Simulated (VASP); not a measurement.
InRh, 2 atoms in the cell. Symmetry: Pm-3m, No. 221, cubic system. Conventional cell: a = 3.196 Å, b = 3.196 Å, c = 3.196 Å, α = 90.00°, β = 90.00°, γ = 90.00°. In (site symmetry m-3m) is surrounded by 8 Rh at 2.77 Å. Rh (site symmetry m-3m) has 8 In at 2.77 Å as nearest neighbours. 

| Item | Value |
| --- | --- |
| Program | VASP 6.6.1 |
| Task | single point |
| Functional | r2SCAN |
| Potentials or basis | VASP PAW PBE potentials, release 64 (In_d, Rh_pv) |
| Cutoff | 520 eV |
| k mesh | 16 × 16 × 16 |
| Occupations | gaussian, width 0.15 eV |
| Spin | no spin polarisation |
| Dipole correction | no |
| Further INCAR settings | ALGO = Normal; EDIFF = 1e-06; NBANDS = 21 |

Potentials or basis: VASP PAW PBE potentials, release 64 (In_d, Rh_pv).

Launch:

```console
$ cat potpaw_PBE.64/In_d/POTCAR potpaw_PBE.64/Rh_pv/POTCAR > POTCAR
$ cp INCAR.step1 INCAR
$ mpirun -np 1 vasp_std > vasp.out
$ cp INCAR.step2 INCAR
$ mpirun -np 1 vasp_std > vasp.out
```

Hardware: 1 thread of Intel(R) Xeon(R) 6975P-C (Granite Rapids), on a shared host.

Question: How long does it take, and how much memory?

Answer: Run time: 110 s on 1 thread of Intel(R) Xeon(R) 6975P-C (Granite Rapids), on a shared host, peak memory 0.22 GiB. Counts: scf iterations 9, k points 165.
